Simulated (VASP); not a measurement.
Data:

```xyz
6
Lattice="5.0129 0.0000 0.0000 0.0000 5.0129 0.0000 0.0000 0.0000 7.6489" Properties=species:S:1:pos:R:3 pbc="T T T"
Y      0.0000     0.0000     0.0000
Y      2.5065     2.5065     0.0000
Y      2.5065     0.0000     2.0652
Y      0.0000     2.5065     5.5837
Si     2.5065     0.0000     5.3543
Si     0.0000     2.5065     2.2947
```

All values below come from PBE GGA, VASP's PBE PAW potentials (set 64) (plane waves; VASP). Numerical set-up: 300 eV cut-off, 3×3×2 Γ-centred mesh, Fermi-Dirac smearing of 0.10 eV, potentials Y_sv Si.

At this cut-off the stress carries a Pulay error, which pulls relaxed volumes low.

Which forces act on the atoms, in eV/Å?

```csv
atom,Fx,Fy,Fz
Y1,0.000,0.000,0.000
Y2,0.000,0.000,0.000
Y3,0.000,0.000,3.419
Y4,0.000,0.000,-3.419
Si5,0.000,0.000,1.296
Si6,0.000,0.000,-1.296
```

Give the stress tensor in GPa (positive for a compressed cell).

```
-6.73   0.00   0.00
 0.00  -6.73   0.00
 0.00   0.00  -2.83
```
The pressure is its mean diagonal, -5.43 GPa.

The structure was generated: Y2Si was put into an ordered model structure, which need not be its known phase. The cell was not relaxed at this level. The k-mesh is coarse (spacing up to 0.42 per Å, 2π included), so the numbers may not be converged in it.
